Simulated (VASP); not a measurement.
Data:

```
Al3Sc
1.0
    4.00606     0.00000     0.00000
    0.00000     4.00606     0.00000
    0.00000     0.00000     4.00606
Sc Al
1 3
Direct
  0.00000   0.00000   0.00000
  0.00000   0.50000   0.50000
  0.50000   0.00000   0.50000
  0.50000   0.50000   0.00000
```

Computed with optB86b-vdW, VASP's PBE PAW potentials (set 64) (plane waves; VASP 6.6.1). Numerical set-up: 520 eV cut-off, 8×8×8 Γ-centred mesh, first-order Methfessel-Paxton smearing of 0.10 eV, potentials Sc_sv Al.

**Question.** Give the stress tensor in GPa (positive for a compressed cell).

**Answer.** 
```
6.29  0.00  0.00
0.00  6.29  0.00
0.00  0.00  6.29
```
The pressure is its mean diagonal, 6.29 GPa.

The compound is Al3Sc in the L1_2 structure. This cell is one point of a volume scan, at 0.94 of the reference volume.
